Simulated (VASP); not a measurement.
Shape and ions are relaxed at each volume.

Data:

Space group P6₃/mmc (No. 194); a = b = 3.5351 Å, c = 5.4935 Å, α = β = 90.00°, γ = 120.00°

```
atom  site  symmetry       x       y       z
----  ----  --------  ------  ------  ------
Tm      2c      -6m2  0.3333  0.6667  0.2500
```

The numbers are results of TPSS meta-GGA, VASP's PBE PAW potentials (set 64) (plane waves; VASP 6.6.1), not measurements. Settings: 520 eV cut-off, 12×12×7 Γ-centred mesh, first-order Methfessel-Paxton smearing of 0.10 eV, potentials Tm_3.

The 4f electrons are frozen in the core of the lanthanide potential, so 4f levels, which can set the real gap, and their magnetism are missing.

### Question
Give the energy at these volumes per atom, relative to the lowest: 27.78, 28.66, 29.55, 30.44, 31.32 Å³.

### Answer
20.2, 5.7, 0.0, 2.3, 11.5 meV/atom. A third-order Birch-Murnaghan fit gives B0 = 46.7 GPa and B0′ = 2.9.

Measured: bulk modulus 44.5 GPa (computed value off by +5.0 %), as given by Wikipedia, Thulium (infobox). The calculation is for a static lattice, while the measured bulk modulus holds thermal and zero-point effects, which are part of the difference.

The compound is Tm in the hcp structure. It was relaxed first.
